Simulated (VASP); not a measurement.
YNb:

```
CELL_PARAMETERS angstrom
3.61141 0.00000 0.00000
0.00000 3.61141 0.00000
0.00000 0.00000 3.61141
ATOMIC_POSITIONS crystal
Y 0.00000 0.00000 0.00000
Nb 0.50000 0.50000 0.50000
```

The cell was built by a generator and needn't be a form met in nature.

* Program: VASP 6.6.1
* Task: relaxation of cell and atoms
* Functional: revPBE
* Dispersion: D3
* Potentials or basis: VASP PAW PBE potentials, release 64 (Y_sv, Nb_sv)
* Cutoff: 600 eV
* k mesh: 7 × 7 × 7
* Occupations: fermi-dirac, width 0.05 eV
* Spin: no spin polarisation

At the start: pressure -2.1 GPa; volume 23.55 Å³/atom.

How do energy, volume and symmetry change on relaxing?

Over 3 steps the energy falls by 6.5 meV/atom and the volume is 22.65 Å³/atom (-3.8 %); space group Pm-3m (No. 221, to 0.05 Å).

Step by step:
| step | energy change (eV) | largest force (eV/Å) | pressure (GPa) | volume (Å³) |
| --- | --- | --- | --- | --- |
| 1 | 0.0000 | 0.0000 | -2.12 | 47.10 |
| 2 | -0.0126 | 0.0000 | 0.47 | 45.01 |
| 3 | -0.0130 | 0.0000 | 0.03 | 45.31 |

Final structure:
```cif
data_structure
_symmetry_space_group_name_H-M 'P 1'
_symmetry_Int_Tables_number 1
_cell_length_a 3.5649
_cell_length_b 3.5649
_cell_length_c 3.5649
_cell_angle_alpha 90.000
_cell_angle_beta 90.000
_cell_angle_gamma 90.000
_cell_volume 45.31
loop_
_atom_site_label
_atom_site_type_symbol
_atom_site_fract_x
_atom_site_fract_y
_atom_site_fract_z
_atom_site_occupancy
Y1 Y 0.00000 0.00000 0.00000 1
Nb1 Nb 0.50000 0.50000 0.50000 1
```

Caveat: the PAW data sets were made with another functional, which shifts forces and pressure a little; pairwise dispersion overbinds metals, which lowers pressure and volume.
